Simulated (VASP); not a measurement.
Output of a VASP run:

File OSZICAR:
```
       N       E                     dE             d eps       ncg     rms          rms(c)
DAV:   1     0.903100230755E+02    0.90310E+02   -0.72242E+03  4534   0.874E+02
DAV:   2    -0.980626939748E+01   -0.10012E+03   -0.94370E+02  4226   0.261E+02
DAV:   3    -0.122522242282E+02   -0.24460E+01   -0.23811E+01  5258   0.427E+01
DAV:   4    -0.122735684682E+02   -0.21344E-01   -0.21336E-01  4634   0.394E+00
DAV:   5    -0.122740083855E+02   -0.43992E-03   -0.43990E-03  5282   0.583E-01    0.155E+01
DAV:   6    -0.115117258781E+02    0.76228E+00   -0.22611E+00  4904   0.185E+01    0.994E+00
DAV:   7    -0.114418660659E+02    0.69860E-01   -0.98852E-01  5304   0.150E+01    0.408E+00
DAV:   8    -0.113784948793E+02    0.63371E-01   -0.30868E-01  5430   0.899E+00    0.219E+00
DAV:   9    -0.113738763087E+02    0.46186E-02   -0.16986E-02  4424   0.157E+00    0.272E-01
DAV:  10    -0.113736172806E+02    0.25903E-03   -0.12869E-03  5056   0.462E-01    0.594E-02
DAV:  11    -0.113736284735E+02   -0.11193E-04   -0.85487E-05  4946   0.912E-02    0.175E-02
DAV:  12    -0.113736278336E+02    0.63992E-06   -0.97949E-06  5198   0.445E-02
   1 F= -.11373628E+02 E0= -.11339777E+02  d E =-.677021E-01
```

### OUTCAR
```
------------------------ aborting loop because EDIFF is reached ----------------------------------------
  FORCE on cell =-STRESS in cart. coord.  units (eV):
  Direction    XX          YY          ZZ          XY          YZ          ZX
  --------------------------------------------------------------------------------------
  Total       -0.6477983     -0.6477978      0.4749450      0.0000000     -0.0000000      0.0000000
  in kB      -32.3007398    -32.3007154     23.6818689      0.0000000     -0.0000017      0.0000000
  external PRESSURE =     -13.6398621 kB  Pullay stress =       0.0000000 kB
  volume of cell :       32.13
      direct lattice vectors                 reciprocal lattice vectors
     1.426558000  0.823623000  4.557940000     0.350493986  0.202357874  0.073132468
    -1.426558000  0.823623000  4.557940000    -0.350493986  0.202357874  0.073132468
     0.000000000 -1.647247000  4.557940000     0.000000000 -0.404715748  0.073132424
 POSITION                                       TOTAL-FORCE (eV/Angst)
 -----------------------------------------------------------------------------------
      0.00000      0.00000      0.00000        -0.000000      0.000000     -0.000000
      0.00000     -0.00000      6.83691         0.000000      0.000000      0.000000
 -----------------------------------------------------------------------------------
    total drift:                                0.000000     -0.000000      0.000000
  FREE ENERGIE OF THE ION-ELECTRON SYSTEM (eV)
  ---------------------------------------------------
  free  energy   TOTEN  =       -11.3736278336 eV

  energy  without entropy=      -11.3059257280  energy(sigma->0) =      -11.33977678
```
(Selected blocks of OUTCAR.)

### POSCAR
```
IrAu
1
    1.4265580000     0.8236230000     4.5579400000
   -1.4265580000     0.8236230000     4.5579400000
    0.0000000000    -1.6472470000     4.5579400000
Ir Au
1 1
Direct
  0.0000000000   0.0000000000   0.0000000000
  0.5000000000   0.5000000000   0.5000000000
```

Question: Reconstruct the remaining input files.

Answer: This is not unique; one that fits is the input of the run itself, PBE GGA, plane waves, VASP's PBE PAW potentials (set 64).

**INCAR**
```
ALGO  =  Normal
EDIFF  =  1E-6
ENCUT  =  300
GGA  =  PE
ISIF  =  2
ISMEAR  =  -1
LASPH  =  .True.
LCHARG  =  .False.
LMAXMIX  =  6
LREAL  =  .False.
LWAVE  =  .False.
NELM  =  100
PREC  =  Accurate
SIGMA  =  0.1
SYSTEM  =  IrAu
```

KPOINTS:
```
kpoints
0
G
 11 11 11
```

POTCAR, in this order: Ir Au (PBE.64 set). Program: vasp_std.

At this cut-off the stress carries a Pulay error, which pulls relaxed volumes low.

The structure was generated: IrAu was put into an ordered model structure, which need not be its known phase. The cell was not relaxed at this level.
